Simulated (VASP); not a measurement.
```yaml
crystal:
  lattice:
    - [0.00000, 2.56705, 2.56705]
    - [2.56705, 0.00000, 2.56705]
    - [2.56705, 2.56705, 0.00000]
  atoms:
    - { symbol: Li, position: [0.00000, 0.00000, 0.00000] }
    - { symbol: Cl, position: [0.50000, 0.50000, 0.50000] }
```

Level of theory: vdW-DF2, VASP's PBE PAW potentials (set 64) (plane waves; VASP 6.6.1). Run with 520 eV cut-off, 9×9×9 Γ-centred mesh, Gaussian smearing of 0.050 eV, potentials Li_sv Cl.

Question: Give the stress tensor in GPa (positive for a compressed cell).

Answer: 
```
1.13  0.00  0.00
0.00  1.13  0.00
0.00  0.00  1.13
```
The pressure is its mean diagonal, 1.13 GPa.

The compound is LiCl in the rock salt structure. This cell is one point of a volume scan, at 0.97 of the reference volume.
